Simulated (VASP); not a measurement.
All values below come from PBEsol GGA, VASP's PBE PAW potentials (set 64) (plane waves; VASP).

VASP input:

**INCAR**
```
ALGO = Normal
DIPOL = 0.5 0.5 0.5
EDIFF = 1E-6
ENCUT = 450
GGA = PS
IDIPOL = 3
ISMEAR = 1
LASPH = T
LCHARG = F
LDIPOL = T
LMAXMIX = 4
LORBIT = 11
LREAL = F
LVHAR = T
LWAVE = F
NELM = 100
NELMIN = 4
PREC = Normal
SIGMA = 0.1
SYSTEM = TiC(110) slab
```

### POSCAR
```
TiC(110) slab
1
    3.0370515755     0.0000000000     0.0000000000
    0.0000000000     4.2950400362     0.0000000000
    0.0000000000     0.0000000000    23.9900472987
Ti C
6 6
Direct
  0.0000000000   0.0000000000   0.3479401751
  0.5000000000   0.5000000000   0.4034585764
  0.0000000000   0.0000000000   0.4703429374
  0.5000000000   0.5000000000   0.5296570626
  0.0000000000   0.0000000000   0.5965414236
  0.5000000000   0.5000000000   0.6520598249
  0.5000000000   0.0000000000   0.4030441374
  0.0000000000   0.5000000000   0.3431322103
  0.5000000000   0.0000000000   0.5309227601
  0.0000000000   0.5000000000   0.4690772399
  0.5000000000   0.0000000000   0.6568677897
  0.0000000000   0.5000000000   0.5969558626
```

KPOINTS:
```
Automatic mesh
0
gamma
9 7 1
```

POTCAR, in this order: Ti_sv C (PBE.64 set). Program: vasp_std. Read from the step before: WAVECAR.

Output of the run:

### OUTCAR
```
 ion  position               nearest neighbor table
   1  0.000  0.000  0.348-   7 2.01   7 2.01   8 2.15   8 2.15
   2  0.500  0.500  0.403-   8 2.10   8 2.10   7 2.15   7 2.15  10 2.19  10 2.19
   3  0.000  0.000  0.470-   9 2.10   9 2.10  10 2.15  10 2.15   7 2.22   7 2.22
   4  0.500  0.500  0.530-  10 2.10  10 2.10   9 2.15   9 2.15  12 2.22  12 2.22
   5  0.000  0.000  0.597-  11 2.10  11 2.10  12 2.15  12 2.15   9 2.19   9 2.19
   6  0.500  0.500  0.652-  12 2.01  12 2.01  11 2.15  11 2.15
   7  0.500  0.000  0.403-   1 2.01   1 2.01   2 2.15   2 2.15   3 2.22   3 2.22
   8  0.000  0.500  0.343-   2 2.10   2 2.10   1 2.15   1 2.15
   9  0.500  0.000  0.531-   3 2.10   3 2.10   4 2.15   4 2.15   5 2.19   5 2.19
  10  0.000  0.500  0.469-   4 2.10   4 2.10   3 2.15   3 2.15   2 2.19   2 2.19
  11  0.500  0.000  0.657-   5 2.10   5 2.10   6 2.15   6 2.15
  12  0.000  0.500  0.597-   6 2.01   6 2.01   5 2.15   5 2.15   4 2.22   4 2.22
  LATTYP: Found a simple orthorhombic cell.
 ALAT       =     3.0370515755
 B/A-ratio  =     1.4142137298
 C/A-ratio  =     7.8991241019
 Subroutine PRICEL returns:
 Original cell was already a primitive cell.
 Subroutine GETGRP returns: Found  8 space group operations
The static configuration has the point symmetry C_2v.
 The point group associated with its full space group is D_2h.
The dynamic configuration has the point symmetry C_2v.
 Subroutine INISYM returns: Found  8 space group operations
 Subroutine IBZKPT returns following result:
...
```

File OSZICAR:
```
       N       E                     dE             d eps       ncg     rms          rms(c)
DAV:   1    -0.112353540447E+03   -0.11235E+03   -0.29341E-04  3248   0.157E-01    0.362E-02
DAV:   2    -0.112353542810E+03   -0.23637E-05   -0.88053E-04  3276   0.294E-01    0.395E-02
DAV:   3    -0.112353485622E+03    0.57188E-04   -0.23231E-04  3275   0.163E-01    0.958E-03
DAV:   4    -0.112353484907E+03    0.71448E-06   -0.18916E-05  2796   0.271E-02    0.206E-03
DAV:   5    -0.112353484923E+03   -0.15745E-07   -0.11739E-06  1732   0.836E-03
   1 F= -.11235348E+03 E0= -.11235285E+03  d E =-.190515E-02
```

### OUTCAR
```
------------------------ aborting loop because EDIFF is reached ----------------------------------------
  FORCE on cell =-STRESS in cart. coord.  units (eV):
  Direction    XX          YY          ZZ          XY          YZ          ZX
  --------------------------------------------------------------------------------------
  Total        5.9699646     -8.2325441     -0.4955034      0.0000000      0.0000000      0.0000000
  in kB       30.5655242    -42.1496684     -2.5369197      0.0000000      0.0000000      0.0000000
  external PRESSURE =      -4.7070213 kB  Pullay stress =       0.0000000 kB
  volume of cell :      312.93
      direct lattice vectors                 reciprocal lattice vectors
     3.037051576  0.000000000  0.000000000     0.329266716  0.000000000  0.000000000
     0.000000000  4.295040036  0.000000000     0.000000000  0.232826700  0.000000000
     0.000000000  0.000000000 23.990047299     0.000000000  0.000000000  0.041683953
 POSITION                                       TOTAL-FORCE (eV/Angst)
 -----------------------------------------------------------------------------------
      0.00000      0.00000      8.34710         0.000000      0.000000      0.011388
      1.51853      2.14752      9.67899         0.000000      0.000000     -0.004489
      0.00000      0.00000     11.28355         0.000000      0.000000      0.007287
      1.51853      2.14752     12.70650         0.000000      0.000000     -0.007287
      0.00000      0.00000     14.31106         0.000000      0.000000      0.004489
      1.51853      2.14752     15.64295         0.000000      0.000000     -0.011388
      1.51853      0.00000      9.66905         0.000000      0.000000     -0.003548
      0.00000      2.14752      8.23176         0.000000      0.000000      0.003902
      1.51853      0.00000     12.73686         0.000000      0.000000      0.017221
      0.00000      2.14752     11.25319         0.000000      0.000000     -0.017221
      1.51853      0.00000     15.75829         0.000000      0.000000     -0.003902
      0.00000      2.14752     14.32100         0.000000      0.000000      0.003548
 -----------------------------------------------------------------------------------
    total drift:                                0.000000      0.000000      0.000000
  FREE ENERGIE OF THE ION-ELECTRON SYSTEM (eV)
  ---------------------------------------------------
  free  energy   TOTEN  =      -112.3534849232 eV

  energy  without entropy=     -112.3515797766  energy(sigma->0) =     -112.35284987

 total charge

# of ion       s       p       d       tot
------------------------------------------
    1        2.214   6.192   2.043  10.449
    2        2.211   6.262   2.010  10.483
    3        2.206   6.262   1.995  10.463
    4        2.206   6.262   1.995  10.463
    5        2.211   6.262   2.010  10.483
    6        2.214   6.192   2.043  10.449
    7        0.897   1.541   0.000   2.437
    8        0.917   1.389   0.000   2.306
    9        0.896   1.507   0.000   2.403
   10        0.896   1.507   0.000   2.403
   11        0.917   1.389   0.000   2.306
   12        0.897   1.541   0.000   2.437
--------------------------------------------------
tot         18.682  46.306  12.096  77.084
```
(Selected blocks of OUTCAR.)

At this cut-off the stress carries a Pulay error, which pulls relaxed volumes low.

The cell is a thin slab with vacuum, built from TiC (rock salt): (110) face.
